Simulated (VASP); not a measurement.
Level of theory: PBE GGA with D3 dispersion (zero damping), VASP's PBE PAW potentials (set 64) (plane waves; VASP 6.6.1).

The input files of a VASP run:

### INCAR
```
! general
SYSTEM = CaO
PREC   = Accurate
ENCUT  = 520
LREAL  = F
LASPH  = T
ICHARG = 11

! electronic loop
EDIFF  = 1E-7
NELM   = 100
ALGO   = Normal

! smearing
ISMEAR = 0
SIGMA  = 0.05

! functional
GGA    = PE
IVDW   = 11

! output
LWAVE  = F
LCHARG = F
LORBIT = 11
```

File KPOINTS:
```
k-points along high-symmetry lines
15
Line-mode
Reciprocal
  0.000000   0.000000   0.000000 ! GAMMA
  0.500000   0.000000   0.500000 ! X

  0.500000   0.000000   0.500000 ! X
  0.625000   0.250000   0.625000 ! U

  0.375000   0.375000   0.750000 ! K
  0.000000   0.000000   0.000000 ! GAMMA

  0.000000   0.000000   0.000000 ! GAMMA
  0.500000   0.500000   0.500000 ! L

  0.500000   0.500000   0.500000 ! L
  0.500000   0.250000   0.750000 ! W

  0.500000   0.250000   0.750000 ! W
  0.500000   0.000000   0.500000 ! X
```

### POSCAR
```
CaO
1
    0.0000000000     2.4004354317     2.4004354317
    2.4004354317    -0.0000000000     2.4004354317
    2.4004354317     2.4004354317     0.0000000000
Ca O
1 1
Direct
  0.0000000000   0.0000000000   0.0000000000
  0.5000000000   0.5000000000   0.5000000000
```

POTCAR, in this order: Ca_sv O (PBE.64 set). Program: vasp_std. Read from the step before: CHGCAR.

What VASP printed:

File OSZICAR:
```
       N       E                     dE             d eps       ncg     rms          rms(c)
DAV:   1     0.122944667669E+03    0.12294E+03   -0.86313E+03  2160   0.135E+03
DAV:   2    -0.455314660831E+01   -0.12750E+03   -0.12011E+03  2436   0.328E+02
DAV:   3    -0.112863728203E+02   -0.67332E+01   -0.64866E+01  2760   0.722E+01
DAV:   4    -0.115209653622E+02   -0.23459E+00   -0.23426E+00  3128   0.127E+01
DAV:   5    -0.115254090968E+02   -0.44437E-02   -0.44433E-02  2696   0.158E+00
DAV:   6    -0.115256090891E+02   -0.19999E-03   -0.19999E-03  3024   0.199E-01
DAV:   7    -0.115256098238E+02   -0.73462E-06   -0.73460E-06  2832   0.185E-02
DAV:   8    -0.115256098389E+02   -0.15121E-07   -0.15117E-07  1932   0.198E-03
   1 F= -.11878430E+02 E0= -.11878430E+02  d E =-.538210E-24
```

File OUTCAR:
```
 val. band max:        2.3690572863   @ k =   0.0000   0.0000   0.0000

 cond. band min:       6.0039036883   @ k =   0.5000   0.0000   0.5000



 k-point     1 :       0.0000    0.0000    0.0000
  band No.  band energies     occupation
      1     -35.2530      2.00000
      2     -16.0144      2.00000
      3     -16.0144      2.00000
      4     -16.0144      2.00000
      5     -13.1699      2.00000
      6       2.3691      2.00000
      7       2.3691      2.00000
      8       2.3691      2.00000
      9       7.1104      0.00000
     10       8.6035      0.00000
     11       8.6035      0.00000
     12       8.6035      0.00000

 k-point     2 :       0.0357    0.0000    0.0357
  band No.  band energies     occupation
      1     -35.2513      2.00000
      2     -16.0366      2.00000
      3     -16.0173      2.00000
      4     -16.0173      2.00000
      5     -13.1429      2.00000
      6       2.2766      2.00000
      7       2.3575      2.00000
      8       2.3575      2.00000
      9       7.1928      0.00000
     10       8.5546      0.00000
     11       8.6537      0.00000
     12       8.6537      0.00000

 k-point     3 :       0.0714    0.0000    0.0714
  band No.  band energies     occupation
      1     -35.2462      2.00000
      2     -16.0978      2.00000
      3     -16.0259      2.00000
      4     -16.0259      2.00000
      5     -13.0681      2.00000
      6       2.0317      2.00000
      7       2.3248      2.00000
      8       2.3248      2.00000
      9       7.4097      0.00000
     10       8.4147      0.00000
     11       8.8003      0.00000
     12       8.8003      0.00000

 k-point     4 :       0.1071    0.0000    0.1071
  band No.  band energies     occupation
      1     -35.2380      2.00000
      2     -16.1856      2.00000
      3     -16.0396      2.00000
      4     -16.0396      2.00000
      5     -12.9628      2.00000
      6       1.7050      2.00000
      7       2.2767      2.00000
...
```

The density is held fixed in this step, so its total energy and stress have no physical meaning.

The compound is CaO in the rock salt structure. It was relaxed first.
